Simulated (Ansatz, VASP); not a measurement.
# Ag (Ag(111)): VASP beside Ansatz

Wanted: the spread between two codes on one cell, functional and k mesh. The structure shown is the end of the VASP relaxation below.

Program: Ansatz 0.2.0. Level of theory: plane waves, with VASP 6.6.1 beside it; single point at PBEsol. Results are calculated unless marked as measured.

## Step 1: Set-up

The cell holds 7 atoms: 7 Ag. Cell: a = 2.865 Å, b = 2.865 Å, c = 29.034 Å, α = 90.0°, β = 90.0°, γ = 60.0°. It derives from Ag. As first built, before any earlier steps moved the atoms (in the runner's words): 7 layers of fcc Ag, cut at this functional's lattice. Vacuum lies along c.

Coordinates:

```
Ag
1.0
     2.86460    0.00000    0.00000
     1.43230    2.48082    0.00000
     0.00000    0.00000   29.03361
Ag
7
Cartesian
  0.0000 0.0000 7.5009
  1.4323 0.8269 9.8404
  2.8646 1.6539 12.1766
  0.0000 0.0000 14.5168
  1.4323 0.8269 16.8570
  2.8646 1.6539 19.1932
  0.0000 0.0000 21.5328
```

## Step 2: VASP: relaxation, PBEsol

This run makes the geometry at which the two programs are then compared.

Lines of VASP's logs that name or quote its potential files are left out, and so is its time.

INCAR reads:

```
SYSTEM = Ag
PREC = Normal
ENCUT = 320
EDIFF = 1E-05
NELM = 120
ISMEAR = 1
SIGMA = 0.15
LREAL = .FALSE.
ALGO = Fast
GGA = PS
NBANDS = 47
LASPH = .TRUE.
LORBIT = 11
LWAVE = .FALSE.
LCHARG = .FALSE.
KPAR = 4
IBRION = 2
NSW = 40
ISIF = 2
EDIFFG = -0.03
POTIM = 0.4
MAXMIX = 40
```

POSCAR reads:

```
Ag
1.0
    2.8645991253      0.0000000000      0.0000000000
    1.4322995627      2.4808156142      0.0000000000
    0.0000000000      0.0000000000     29.0336123493
Ag
7
Direct
    0.0000000000      0.0000000000      0.2583212800
    0.3333333300      0.3333333300      0.3388808600
    0.6666666700      0.6666666700      0.4194404300
    0.0000000000      0.0000000000      0.5000000000
    0.3333333300      0.3333333300      0.5805595700
    0.6666666700      0.6666666700      0.6611191400
    0.0000000000      0.0000000000      0.7416787200
```

KPOINTS reads:

```
Automatic mesh
0
Gamma
12 12 1
0 0 0
```

PAW data sets: Ag (PBE family, release 64).

Command:

```sh
mpirun -np 4 vasp_std
```

Numbers of over 12 decimals in the logs are rounded to 6 here.

Log:

```text
[banner, memory and clock lines left out]
running    4 mpi-ranks, on    1 nodes
 distrk:  each k-point on    1 cores,    4 groups
 distr:  one band on    1 cores,    1 groups

 POSCAR found type information on POSCAR Ag
 POSCAR found :  1 types and       7 ions
|                                                                             |
|               ----> ADVICE to this user running VASP <----                  |
|                                                                             |
|     You enforced a specific xc type in the INCAR file but a different       |
|     [... a line on the potential file left out ...]
|     I HOPE YOU KNOW WHAT YOU ARE DOING!                                     |
|                                                                             |

 LDA part: xc-table for (Slater+PW92), standard interpolation
 POSCAR, INCAR and KPOINTS ok, starting setup
 FFT: planning ... GRIDC
 FFT: planning ... GRID_SOFT
 FFT: planning ... GRID
 WAVECAR not read
 entering main loop
       N       E                     dE             d eps       ncg     rms          rms(c)
DAV:   1     0.391645123619E+03    0.39165E+03   -0.29528E+04  1818   0.102E+03
DAV:   2    -0.140359810749E+02   -0.40568E+03   -0.38591E+03  2002   0.273E+02
DAV:   3    -0.244817590509E+02   -0.10446E+02   -0.10336E+02  1976   0.470E+01
DAV:   4    -0.245997124827E+02   -0.11795E+00   -0.11792E+00  2082   0.494E+00
DAV:   5    -0.246019927912E+02   -0.22803E-02   -0.22802E-02  2019   0.669E-01    0.147E+01
RMM:   6    -0.223858109385E+02    0.22162E+01   -0.77358E+00  1787   0.150E+01    0.881E+00
RMM:   7    -0.223384677024E+02    0.47343E-01   -0.43457E-01  1799   0.260E+00    0.486E+00
RMM:   8    -0.225488573191E+02   -0.21039E+00   -0.22682E-01  1798   0.196E+00    0.215E+00
RMM:   9    -0.223103196785E+02    0.23854E+00   -0.12158E-01  1798   0.134E+00    0.334E-01
RMM:  10    -0.223051293212E+02    0.51904E-02   -0.49930E-03  1810   0.316E-01    0.873E-02
RMM:  11    -0.223051153772E+02    0.13944E-04   -0.57855E-04  1815   0.101E-01    0.604E-02
RMM:  12    -0.223051207396E+02   -0.53624E-05   -0.19721E-04  1775   0.635E-02    0.209E-02
RMM:  13    -0.223051290642E+02   -0.83246E-05   -0.50042E-05  1357   0.305E-02
   1 F= -.22305129E+02 E0= -.22303472E+02  d E =-.223051E+02
 curvature:   0.00 expect dE= 0.000E+00 dE for cont linesearch  0.000E+00
 trial: gam= 0.00000 g(F)=  0.234E-03 g(S)=  0.000E+00 ort = 0.000E+00 (trialstep = 0.100E+01)
 search vector abs. value=  0.234E-03
 bond charge predicted
       N       E                     dE             d eps       ncg     rms          rms(c)
DAV:   1    -0.223053354750E+02   -0.21474E-03   -0.62259E-02  1947   0.103E+00    0.216E-02
RMM:   2    -0.223053658776E+02   -0.30403E-04   -0.27228E-04  1782   0.111E-01    0.112E-02
RMM:   3    -0.223053997344E+02   -0.33857E-04   -0.31360E-05  1141   0.363E-02    0.633E-03
RMM:   4    -0.223054236359E+02   -0.23901E-04   -0.68587E-06  1022   0.133E-02    0.328E-03
RMM:   5    -0.223054434851E+02   -0.19849E-04   -0.37284E-06   991   0.715E-03    0.198E-03
RMM:   6    -0.223054610473E+02   -0.17562E-04   -0.28097E-06   822   0.498E-03    0.108E-03
RMM:   7    -0.223054695821E+02   -0.85348E-05   -0.41829E-07   451   0.341E-03
   2 F= -.22305470E+02 E0= -.22303819E+02  d E =-.340518E-03
 trial-energy change:   -0.000341  1 .order   -0.000197   -0.000234   -0.000160
 step:   3.1799(harm=  3.1799)  dis= 0.00469  next Energy=   -22.305501 (dE=-0.372E-03)
 reached required accuracy - stopping structural energy minimisation
```

Parts of OUTCAR (step 2):

```text
ion  position               nearest neighbor table
   1  0.000  0.000  0.258-   2 2.86   2 2.86   2 2.86
   2  0.333  0.333  0.339-   3 2.86   3 2.86   3 2.86   1 2.86   1 2.86   1 2.86
   3  0.667  0.667  0.419-   2 2.86   4 2.86   2 2.86   4 2.86   4 2.86   2 2.86
   4  0.000  0.000  0.500-   3 2.86   5 2.86   3 2.86   5 2.86   5 2.86   3 2.86
   5  0.333  0.333  0.581-   6 2.86   4 2.86   6 2.86   4 2.86   4 2.86   6 2.86
   6  0.667  0.667  0.661-   5 2.86   5 2.86   5 2.86   7 2.86   7 2.86   7 2.86
   7  0.000  0.000  0.742-   6 2.86   6 2.86   6 2.86

  LATTYP: Found a hexagonal cell.
 ALAT       =     2.8645991254
 C/A-ratio  =    10.1353142547

 Subroutine GETGRP returns: Found 12 space group operations
 (whereof 12 operations were pure point group operations)

The static configuration has the point symmetry D_3d.

 Found     19 irreducible k-points:

   k-points           NKPTS =     19   k-points in BZ     NKDIM =     19   number of bands    NBANDS=     47

   dimension x,y,z NGX =    14 NGY =   14 NGZ =  128
   dimension x,y,z NGXF=    28 NGYF=   28 NGZF=  256

   ENCUT  =  320.0 eV  23.52 Ry    4.85 a.u.   4.18  4.18 42.35*2*pi/ulx,y,z

   NELECT =      77.0000    total number of electrons

 k-points in reciprocal lattice and weights: Automatic mesh
   0.00000000  0.00000000  0.00000000       0.007
   0.08333333  0.00000000  0.00000000       0.042
   0.16666667  0.00000000  0.00000000       0.042
   0.25000000  0.00000000  0.00000000       0.042
   0.33333333 -0.00000000  0.00000000       0.042
   0.41666667  0.00000000  0.00000000       0.042
   0.50000000  0.00000000  0.00000000       0.021
   0.16666667  0.08333333  0.00000000       0.042
   0.25000000  0.08333333  0.00000000       0.083
[...]
-0.41666667  0.25000000  0.00000000       0.083
  -0.33333333  0.33333333  0.00000000       0.014

 average (electrostatic) potential at core
       1 -75.9585       2 -76.1674       3 -76.1133       4 -76.1573       5 -76.1133
       6 -76.1674       7 -75.9585

 E-fermi :   2.7755

 k-point     1 :       0.0000    0.0000    0.0000
  band No.  band energies     occupation
    ...
     38      -0.2060      2.00000
     39      -0.0793      2.00000
     40      -0.0793      2.00000
     41       0.7888      2.00000
     42       2.3772      2.00112
     43       2.8413      0.33117
     44       6.8960      0.00000
     45       7.3528      0.00000
     46       7.5702      0.00000
     47       8.7541      0.00000

 k-point     2 :       0.0833    0.0000    0.0000
  band No.  band energies     occupation
    ...
     38      -0.1999      2.00000
     39      -0.0703      2.00000
     40       0.1948      2.00000
     41       1.2926      2.00000
     42       2.7322      1.46684
     43       3.2999     -0.00001
     44       7.0260      0.00000
     45       7.5131      0.00000
     46       7.6935      0.00000
     47       8.9187      0.00000

 k-point     3 :       0.1667    0.0000    0.0000
  band No.  band energies     occupation
    ...
     37      -0.1863      2.00000
     38      -0.0483      2.00000
     39      -0.0200      2.00000
     40       0.8878      2.00000
     41       2.1231      2.00000
     42       3.5635     -0.00000
     43       4.3916     -0.00000
     44       7.3981      0.00000
     45       7.9939      0.00000
     46       8.1099      0.00000
    ...

  Total       -1.4581672     -1.4581672     -1.0334132     -0.0000000      0.0000000      0.0000000
  in kB      -11.3229215    -11.3229215     -8.0246329     -0.0000000      0.0000000      0.0000000
  external PRESSURE =     -10.2234920 kB  Pullay stress =       0.0000000 kB

  energy-cutoff  :      320.00
  volume of cell :      206.33
      direct lattice vectors                 reciprocal lattice vectors
     2.864599125  0.000000000  0.000000000     0.349088985 -0.201546619  0.000000000
     1.432299563  2.480815614  0.000000000     0.000000000  0.403093238  0.000000000
     0.000000000  0.000000000 29.033612349     0.000000000  0.000000000  0.034442838

 POSITION                                       TOTAL-FORCE (eV/Angst)
 -----------------------------------------------------------------------------------
      4.29690      2.48082      7.50085        -0.000000      0.000000      0.021008
      1.43230      0.82694      9.84041         0.000000     -0.000000      0.026567
      2.86460      1.65388     12.17660         0.000000      0.000000     -0.018147
      2.86460      0.00000     14.51681        -0.000000      0.000000      0.000000
      1.43230      0.82694     16.85701        -0.000000     -0.000000      0.018147
      2.86460      1.65388     19.19320         0.000000     -0.000000     -0.026567
      0.00000      0.00000     21.53276        -0.000000      0.000000     -0.021008
 -----------------------------------------------------------------------------------
    total drift:                                0.000000      0.000000      0.000000

  FREE ENERGIE OF THE ION-ELECTRON SYSTEM (eV)
  ---------------------------------------------------
  free  energy   TOTEN  =       -22.3054695821 eV

  energy  without entropy=      -22.3005171277  energy(sigma->0) =      -22.30381876

 reached required accuracy - stopping structural energy minimisation

 total charge
# of ion       s       p       d       tot
------------------------------------------
    1        0.434   0.237   9.156   9.826
    2        0.423   0.310   9.149   9.882
    3        0.426   0.321   9.139   9.885
    4        0.424   0.319   9.138   9.881
    5        0.426   0.321   9.139   9.885
    6        0.423   0.310   9.149   9.882
    7        0.434   0.237   9.156   9.826
--------------------------------------------------
tot          2.989   2.055  64.024  69.068

[... 3 further parts left out ...]
```

CONTCAR:

```
Ag
   1.00000000000000
     2.8645991252999998    0.0000000000000000    0.0000000000000000
     1.4322995626999999    2.4808156142000000    0.0000000000000000
     0.0000000000000000    0.0000000000000000   29.0336123493000002
  Ag
     7
Direct
     1.0000000000000000    1.0000000000000000    0.2583506192847382
     0.3333333300000021    0.3333333300000021    0.3389316727185184
     0.6666666699999979    0.6666666699999979    0.4193967664316793
     1.0000000000000000    0.0000000000000000    0.5000000000000000
     0.3333333300000021    0.3333333300000021    0.5806032335683207
     0.6666666699999979    0.6666666699999979    0.6610683272814817
     0.0000000000000000    0.0000000000000000    0.7416493807152618
```

## Step 3: Ansatz: single point, PBEsol

Ansatz runs on its default PAW (the set named soft_2) files.

The same cell, functional, mesh and smearing now go to Ansatz, which takes its cutoff from its data sets.

input.yaml reads:

```yaml
crystal:
  lattice:
    - [2.86459913, 0.0, 0.0]
    - [1.43229956, 2.48081561, 0.0]
    - [0.0, 0.0, 29.03361235]
  atoms:
    - { symbol: Ag, position: [0.0, 0.0, 0.25835062] }
    - { symbol: Ag, position: [0.33333333, 0.33333333, 0.33893167] }
    - { symbol: Ag, position: [0.66666667, 0.66666667, 0.41939677] }
    - { symbol: Ag, position: [0.0, 0.0, 0.5] }
    - { symbol: Ag, position: [0.33333333, 0.33333333, 0.58060323] }
    - { symbol: Ag, position: [0.66666667, 0.66666667, 0.66106833] }
    - { symbol: Ag, position: [0.0, 0.0, 0.74164938] }
hamiltonian:
  xc: pbesol
  pseudopotentials: { kind: paw }
kpoints:
  mp_grid: { grid: [12, 12, 1] }
scf:
  occupations: { method: methfessel_paxton, width: 0.15 }
  n_extra_bands: 5
output:
  forces: true
  eigenvalues: true
  write_density: true
  write_potential: true
  elf: true
  volumetric_format: npy
```

Command:

```sh
ansatz run input.yaml --threads 4 --pin off --max-ram 9216MiB --backend cpu --events-out ev --progress --plain --runs-dir out
```

Log:

```text
scf.n_extra_bands = 5 over 67 filled bands (N_el = 133.0): the run solves 72 bands
Engine: ansatz 0.2.0, x86_64-unknown-linux-gnu
Pseudopotentials: kind: paw
Pseudopotential: Ag, paw, valence charge 19, recommended cutoff 420 eV (normal), Ag.paw.azcp
Functional definition: PBEsol
  exchange = pbesol_x
  correlation = pbesol_c
Crystal: 7 atoms, lattice volume = 206.329 Å³
Basis set: ecut = 420 eV, 4045 PW (Γ), exchange–correlation on 40×40×400 points (8 copies of the dense FFT grid, shifted against one another)
Bands: 72, of which v1, the nominal top of the filled ones, is band 67 counted from 1 (66 counted from 0)
Symmetry: 12 space group operations
Space group: P-3m1 (ITA 164), of the structure as read, at distance tolerance 5.9e-5 Å
k-points: 19 of 144
Non-local potential: Ag, projectors of the file, l = 0: 3, l = 1: 2, l = 2: 2, l = 3: 1
PAW form: soft (Blöchl's): semilocal exchange-correlation on the pseudo side does not see the compensation charge
PAW frozen core: Ag, regenerated for the run's functional, and the local potential with it (the file was generated under x = pbe(κ = 0.804, μ = 0.219515), c = pbe(β = 0.066725))
PAW one-centre angular grid: Ag, 590 points (default); XC on 64 Gauss nodes
Initial density: superposition of atomic densities (neutral atoms: chi_scale 0, normalization atom), corrected by the library's trained network
Initial wavefunctions: pseudopotential atomic-orbital guess
Functional: x = pbesol(κ = 0.804, μ = 0.123457), c = pbesol(β = 0.046)
SCF iter   1: F=—  HF=-52654.844695 eV  |F-HF|=—  |Δ(HF+E_count)|=         —  Δρ=7.15e-3  dr2=1.67e-1  ethr=1.77e-3  ⟨swp⟩=5.2  Hψ=4962  notcnv=0
preconditioner: auto → LDOS  [metal: Δε(μ)=0.032 eV  Ē_g=7.123 eV  σ=0.150 eV  W_gap=0.18  n_scr=28 (ndim 8)  ℏωp=22.7 eV  f_vac=0.411  D(μ)=3.31/eV (n_scr^D=14)  β→1.0]
SCF iter   2: F=—  HF=-52654.870662 eV  |F-HF|=—  |Δ(HF+E_count)|=   2.60e-2  S|Δr|=    0.00e0  Δρ=1.06e-2  dr2=1.87e-1  ethr=1.26e-4  ⟨swp⟩=2.1  Hψ=3055  notcnv=0  defer=14
SCF iter   3: F=—  HF=-52654.818041 eV  |F-HF|=—  |Δ(HF+E_count)|=   5.26e-2  S|Δr|=    0.00e0  Δρ=1.45e-3  dr2=6.17e-3  ethr=1.26e-4  ⟨swp⟩=2.1  Hψ=2466  notcnv=0  defer=14
SCF iter   4: F=—  HF=-52654.816866 eV  |F-HF|=—  |Δ(HF+E_count)|=   1.18e-3  S|Δr|=    0.00e0  Δρ=3.68e-4  dr2=6.06e-4  ethr=4.64e-6  ⟨swp⟩=3.0  Hψ=2896  notcnv=0  defer=12
SCF iter   5: F=—  HF=-52654.816756 eV  |F-HF|=—  |Δ(HF+E_count)|=   1.10e-4  S|Δr|=    0.00e0  Δρ=1.27e-4  dr2=6.78e-5  ethr=4.55e-7  ⟨swp⟩=2.0  Hψ=2086  notcnv=0  defer=12
SCF iter   6: F=—  HF=-52654.816670 eV  |F-HF|=—  |Δ(HF+E_count)|=   8.55e-5  S|Δr|=    0.00e0  Δρ=3.42e-5  dr2=3.82e-6  ethr=5.10e-8  ⟨swp⟩=2.0  Hψ=2080  notcnv=0  defer=8
SCF iter   7: F=—  HF=-52654.816670 eV  |F-HF|=—  |Δ(HF+E_count)|=   1.62e-7  S|Δr|=    0.00e0  Δρ=1.15e-5  dr2=5.47e-7  ethr=2.87e-9  ⟨swp⟩=2.2  Hψ=2324  notcnv=0  defer=8
SCF iter   8: F=—  HF=-52654.816670 eV  |F-HF|=—  |Δ(HF+E_count)|=   1.55e-7  S|Δr|=    0.00e0  Δρ=4.36e-6  dr2=1.01e-7  ethr=7.52e-11  ⟨swp⟩=14.0  Hψ=10969  notcnv=0
SCF iter   9: F=-52654.816670 eV  HF=-52654.816670 eV  |F-HF|=7.79e-10  |Δ(HF+E_count)|=   9.65e-9  S|Δr|=    0.00e0  Δρ=2.45e-6  dr2=1.24e-8  ethr=7.52e-11  ⟨swp⟩=10.3  Hψ=9487  notcnv=0
SCF 1 converged in 9 iterations: F = -52654.816670 eV  dr2 = 1.24e-8
  greatest PAW one-centre occupation: 1.001 electrons in one spin orbital (limit 2), on the Ag atom at site 3 (counted from 0), in its partial waves of l = 0
WARN: The output density's exchange-correlation potential varies sharply where the density is thin. Do not read a vacuum level from v_tot or v_xc, or from such a field of the output density. On a cell that repeats whose density bears no net charge and no dipole along the vacuum's axis use v_es (v_loc + v_h of the components); under efield.dipole_correction with no amplitude use v_es + v_field, which holds any externa [...]
SCF converged after 9 iterations
Stability not checked: this state was not tested for a lower state beside it, because cold or Methfessel-Paxton smearing, or corrected tetrahedra, fill the levels in a way that the test cannot read (fill_not_monotonic; see scf.lower_state_search)
Free energy (F): -52654.816670 eV
Harris-Foulkes:  -52654.816670 eV  (|F-HF|=7.79e-10)
Internal energy: -52654.811369 eV  (E = F + TS)
E sigma→0 (E₀):  -52654.815345 eV
Entropy (-TS):   -0.005301 eV (-0.757 meV/atom)
Fermi energy:    7.946455 eV
--- Per-component energies (eV) ---
  E_band       = -2871.219911
  E_kinetic    = 3691.893822
  E_local      = -226596.942696  (includes V_loc(G=0)·N_el)
  E_nonlocal   = 578.147754
  E_hartree    = 111987.359141
  E_xc         = -1285.027611
  E_vxc        = -1639.517007  (∫ρ·V_xc dr)
  E_paw        = -26842.440637  (= ΣΔE_a)
  E_vpaw       = -2879.509384  (= ΣTr[D̂ρ^β])
  E_aug_tail   = 0.002075  (compensation charges beyond the density's cutoff)
  E_ewald      = 85809.937610
  E_core_change = 2.259173  (= ΣΔE_core)
  E_smearing   = -0.005301  (= −TS)
  E_closure    = -0.000000  (closes the sum)
  Σ components = -52654.816670   (vs F -52654.816670, Δ=0.00e0)
--- Forces (eV/Å), atoms counted from 1 ---
  atom   1  Ag    -0.00000000     0.00000000     0.01733890
  atom   2  Ag    -0.00000000    -0.00000000     0.02847827
  atom   3  Ag    -0.00000000    -0.00000000    -0.01971120
  atom   4  Ag    -0.00000000     0.00000000     0.00000000
  atom   5  Ag     0.00000000     0.00000000     0.01971120
  atom   6  Ag     0.00000000     0.00000000    -0.02847827
  atom   7  Ag     0.00000000    -0.00000000    -0.01733890
  max |Σ_I F_I| component: 3.47e-18 eV/Å
--- Band table (eV; the first three rows and the last of 19) ---
  k-point 0: bands = [... 63 lower, 4.7802, 4.9796, 4.9796, 5.1071, 5.1071, 5.9555, 7.5454, 8.0053, ... 1 higher]
  k-point 1: bands = [... 63 lower, 4.7839, 4.8605, 4.9857, 5.1160, 5.3729, 6.4644, 7.9018, 8.4655, ... 1 higher]
  k-point 2: bands = [... 63 lower, 4.7895, 4.9993, 5.1381, 5.1599, 6.0644, 7.2965, 8.7347, 9.5593, ... 1 higher]
  k-point 18: bands = [... 63 lower, 11.3296, 11.3688, 11.3688, 11.5708, 11.7815, 11.7815, 12.2724, 12.2724, ... 1 higher]
```

Run time: 5.8 s. Hardware: 4 threads of AMD EPYC 7R13 (Zen 3), shared host; peak memory 0.8 GiB; 22 s of CPU time.

## Step 4: Side by side

Known differences besides the potentials themselves: the data sets hold 133 valence electrons in Ansatz (default PAW (the set named soft_2) files) and 77 in VASP; the cutoff is 420 eV in Ansatz and 320 eV in VASP (PREC = Normal); Ansatz makes its cores anew for this functional, VASP keeps those of its PBE data sets. Total energies have different zeros and are not compared.

At this near-relaxed geometry the largest component of a force difference is 4 meV/Å.

## Step 5: Results

```
r.m.s. force difference (single point, PBEsol) : 1.4 meV/Å
```

What this shows: The r.m.s. force difference is 1.4 meV/Å (single point, PBEsol), within the 12 meV/Å picked in this series as the mark of a large difference. How closely two codes agree says nothing of how well the functional describes the real material.

[Lines on the potential files, build, host, timing and source positions are cut from VASP's logs without a mark.]

[Logs are printed without paths, hosts, clocks, repeated set-up lines and the standing remarks that a program may print on its own settings, such as how far it seeks lower states.]

[Hosts, paths, dates, database ids (printed as entryN), source tags and the programs' standing remarks are cut or masked in the printed files.]
